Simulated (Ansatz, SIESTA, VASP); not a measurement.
**Code comparison for Ca2GaCu2 (Immm, 5 atoms in the cell)**

Self-consistent single point.

```
Ca2GaCu2
1.0
   -2.18686     2.72865     4.58024
    2.18686    -2.72865     4.58024
    2.18686     2.72865    -4.58024
Ca Ga Cu
2 1 2
Direct
  0.30549   0.80549   0.50000
  0.69451   0.19451   0.50000
  0.00000   0.00000   0.00000
  0.74647   0.50000   0.24647
  0.25353   0.50000   0.75353
```

Shared settings, as Ansatz (an electronic-structure program) writes them: kpoints.mp_grid.grid = 5 5 5; magnetization.spin_orbit = true; scf.occupations.method = fermi_dirac; scf.occupations.width = 0.1 eV. Potentials and cutoffs stand in the table.

```
code                                                                                                                                                               model  pressure (GPa)  largest force (eV/Å)       cutoff
------  ----------------------------------------------------------------------------------------------------------------------------------------------------------------  --------------  --------------------  -----------
VASP                                                                                                     PBEsol, spin-orbit coupling, VASP's PBE PAW potentials (set 64)           -4.91                 0.037       300 eV
SIESTA  GGA PBEsol with spin-orbit coupling, numerical atomic orbitals DZP, PseudoDojo PBEsol fully relativistic norm-conserving potentials (rewritten from UPF to PSML)               –                 0.148  grid 400 Ry
Ansatz                                                                                                  PBEsol with spin-orbit coupling, default PAW files made with PBE           -4.53                 0.046       420 eV
```

A dash marks a value that a program does not give, or that is left out as unsure.

The spread over the programs that give each value: pressure within 0.38 GPa; largest force within 0.111 eV/Å.

SIESTA uses small atom-centred bases, whose incompleteness enters pressures, forces and empty levels differently from a plane-wave cutoff. Ansatz's pressure is given at a fixed set of plane waves, as the other plane-wave codes print theirs. In the force vectors, SIESTA (by 0.190) lies more than 0.08 eV/Å from the median of the plane-wave programs.

VASP's run is marked for a possible Pulay error in its stress at this cutoff; no cutoff test was made.

The starting cell comes from a database of computed structures (which also holds hypothetical and non-ambient phases and stackings), without a prior relaxation at this level. Its lattice was rescaled by a random factor within 2.5 % of one.

Keys are those of Ansatz 0.2.
